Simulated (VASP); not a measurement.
```xyz
6
Lattice="4.1013 0.0000 0.0269 0.0000 6.9697 0.0000 -1.5023 0.0000 3.8195" Properties=species:S:1:pos:R:3 pbc="T T T"
Ag    -0.8209     1.7424     3.3369
Ag     3.4199     5.2273     0.5095
Ag     1.2995     0.0000     1.9232
Ag     1.2995     3.4849     1.9232
S      2.6283     1.7424     0.9993
S     -0.0293     5.2273     2.8471
```

Method: LDA (Ceperley-Alder, Perdew-Zunger), VASP's LDA PAW potentials (set 64) (plane waves; VASP). Numerical set-up: 400 eV cut-off, Gaussian smearing of 0.050 eV, potentials Ag S.

Q: Give the energies of bands 19 to 32 at the high-symmetry points, in eV from the valence-band maximum.

A: 
```tsv
band	Γ	Z	D	B	A	E	C2	Y2
19	-3.38	-3.41	-3.46	-3.54	-3.54	-3.56	-3.48	-3.54
20	-3.30	-3.41	-3.46	-3.52	-3.44	-3.56	-3.48	-3.52
21	-2.88	-3.11	-3.33	-3.39	-3.42	-3.54	-3.35	-3.37
22	-2.81	-3.11	-3.33	-3.34	-3.06	-3.54	-3.35	-3.34
23	-2.75	-3.03	-2.83	-2.84	-2.96	-2.65	-2.83	-2.87
24	-2.30	-3.03	-2.83	-2.33	-2.76	-2.65	-2.83	-2.31
25	-1.33	-0.61	-1.39	-2.14	-2.51	-1.62	-1.41	-2.09
26	-1.07	-0.61	-1.39	-1.67	-2.39	-1.62	-1.41	-1.71
27	-0.70	-0.35	-0.22	-0.60	-0.88	-1.48	-0.23	-0.61
28	-0.18	-0.35	-0.22	-0.02	-0.37	-1.48	-0.23	0.00
29	0.64	1.73	1.20	2.44	0.94	2.22	1.23	2.35
30	1.47	1.73	1.20	2.46	1.95	2.22	1.23	2.46
31	4.51	4.16	4.52	3.38	2.19	3.74	4.51	3.27
32	5.51	4.16	4.52	3.97	5.32	3.74	4.51	4.11
```

The gap is indirect, 0.64 eV, from the valence maximum at Y2 to the conduction minimum at Γ.

The structure comes from a computed database's Ag2S entry (P2_1/m); how it stands against other phases isn't given here. It was relaxed first, which changed the volume by -11 %.
